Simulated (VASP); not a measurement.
Consider the following.

```yaml
crystal:
  lattice:
    - [4.18372, 0.00000, 0.00000]
    - [0.00000, 4.18372, 0.00000]
    - [0.00000, 0.00000, 7.36672]
  atoms:
    - { symbol: Ga, position: [0.00000, 0.50000, 0.00000] }
    - { symbol: Ga, position: [0.50000, 0.00000, 0.50000] }
    - { symbol: Bi, position: [0.00000, 0.00000, 0.25000] }
    - { symbol: Bi, position: [0.00000, 0.00000, 0.75000] }
```

All values below come from PBE GGA, VASP's PBE PAW potentials (set 64) (plane waves; VASP 6.6.1). Numerical set-up: 300 eV cut-off, 5×5×3 Γ-centred mesh, Fermi-Dirac smearing of 0.10 eV, potentials Ga_d Bi_d.

At this cut-off the stress carries a Pulay error, which pulls relaxed volumes low. Unless said otherwise, spin-orbit coupling is left out, though it shifts the bands of the heavy elements here.

Predict the energy per atom (σ→0), pressure, band gap (on the k-mesh) with the smallest direct gap where there is one.

```yaml
band gap (on the k-mesh): none (metal, semimetal or under 0.01 eV)
energy per atom (σ→0): -292.2 kJ/mol of atoms
pressure: 34.5 kbar
```

Total energies compare only between runs with the same potentials, cut-off and functional.

The structure was generated: GaBi was put into an ordered model structure, which need not be its known phase. The cell was not relaxed at this level. The k-mesh is coarse (spacing up to 0.30 per Å, 2π included), so the numbers may not be converged in it.
